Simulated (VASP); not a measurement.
Input:

```
CELL_PARAMETERS angstrom
      0.00000     3.60138     3.60138
      3.60138     0.00000     3.60138
      3.60138     3.60138     0.00000
ATOMIC_POSITIONS crystal
  K  0.75000 0.75000 0.75000
  K  0.25000 0.25000 0.25000
  S  0.00000 0.00000 0.00000
```

Computed with LDA (Ceperley-Alder, Perdew-Zunger), VASP's LDA PAW potentials (set 64) (plane waves; VASP 6.6.1). Numerical set-up: 400 eV cut-off, 5×5×5 Γ-centred mesh, Gaussian smearing of 0.050 eV, potentials K_sv S.

Question: Predict the energy per atom (σ→0).

Answer: 
```yaml
energy per atom (σ→0): -3.469 eV/atom
```

The structure comes from a computed database's K2S entry (Fm-3m); how it stands against other phases isn't given here. It was relaxed first, which changed the volume by -8 %. The start is the result of an earlier pass.
